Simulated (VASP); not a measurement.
Input:

```
CELL_PARAMETERS angstrom
      1.88241     1.08681     5.61530
     -1.88241     1.08681     5.61530
      0.00000    -2.17362     5.61530
ATOMIC_POSITIONS crystal
  Cd 0.00000 0.00000 0.00000
  Cl 0.75117 0.75117 0.75117
  Cl 0.24883 0.24883 0.24883
```

Calculation: LDA (Ceperley-Alder, Perdew-Zunger), VASP's LDA PAW potentials (set 64) (plane waves; VASP). Settings: 400 eV cut-off, Gaussian smearing of 0.050 eV, potentials Cd Cl.

Estimate the band gap (along the path) with the smallest direct gap where there is one.

* **band gap (along the path)**: 3.30 eV
* **smallest direct gap (along the path)**: 3.56 eV

The absolute energy has meaning only against runs of the same code, potentials and settings.

The structure comes from a computed database's CdCl2 entry (R-3m); how it stands against other phases isn't given here. It was relaxed first, which changed the volume by -12 %.
